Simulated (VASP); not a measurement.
A convergence study with VASP on BaS (rock salt): one setting is varied, all else stays as given below, so the limit is that of these other settings. Each run relaxes cell and ions; the cell shown is the tightest run's result. The basis is that of the starting cell, so low cut-offs carry a Pulay error.

```yaml
crystal:
  lattice:
    - [0.00000, 3.22858, 3.22858]
    - [3.22858, 0.00000, 3.22858]
    - [3.22858, 3.22858, 0.00000]
  atoms:
    - { symbol: Ba, position: [0.00000, 0.00000, 0.00000] }
    - { symbol: S, position: [0.50000, 0.50000, 0.50000] }
```

These are PBE GGA, VASP's PBE PAW potentials (set 64) (plane waves; VASP) values and carry that method's errors. The tightest run used: 700 eV cut-off, 6×6×6 Γ-centred mesh, Gaussian smearing of 0.050 eV, potentials Ba_sv S.

The reference is ENCUT = 700, which took about 50 core-seconds. Times come from single runs on busy shared machines, so they are rough: good to a factor of about 2.

Problem. Of the settings ENCUT = 150; ENCUT = 200; ENCUT = 250; ENCUT = 300; ENCUT = 350; ENCUT = 400; ENCUT = 450; ENCUT = 500; ENCUT = 550; ENCUT = 600; ENCUT = 650; ENCUT = 700, which is the lowest that keeps the difference from the reference in relaxed volume (Å³/atom) within 0.05 from there on, and what does it cost?

Solution. ENCUT = 350; its cost over the reference is about 1/2.
```csv
setting,difference in relaxed volume (Å³/atom),cost over the reference
ENCUT = 150,3.630,about 1/4
ENCUT = 200,1.498,about 1/3
ENCUT = 250,0.494,about 1/4
ENCUT = 300,0.097,about 1/2
ENCUT = 350,0.006,about 1/2
ENCUT = 400,0.012,about 1/2
ENCUT = 450,0.019,within a factor of 2
ENCUT = 500,0.018,within a factor of 2
ENCUT = 550,0.012,within a factor of 2
ENCUT = 600,0.006,within a factor of 2
ENCUT = 650,0.001,within a factor of 2
ENCUT = 700,0.000,reference
```

Left out are rungs that failed or repeat a setting and relaxations that didn't move; long series are thinned to 24 rows.

The compound is BaS in the rock salt structure.
